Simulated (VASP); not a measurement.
Data:

```
LiCl
1.0
    0.00000     2.62140     2.62140
    2.62140     0.00000     2.62140
    2.62140     2.62140     0.00000
Li Cl
1 1
Direct
  0.00000   0.00000   0.00000
  0.50000   0.50000   0.50000
```

Level of theory: PBE GGA, VASP's PBE PAW potentials (set 64) (plane waves; VASP). Numerical set-up: 600 eV cut-off, 8×8×8 Γ-centred mesh, Gaussian smearing of 0.050 eV, potentials Li_sv Cl.

Question: Give the stress tensor in GPa (positive for a compressed cell).

Answer: 
```
-1.60   0.00   0.00
 0.00  -1.60   0.00
 0.00   0.00  -1.60
```
The pressure is its mean diagonal, -1.60 GPa.

The compound is LiCl in the rock salt structure. This cell was strained or had an atom moved on purpose.
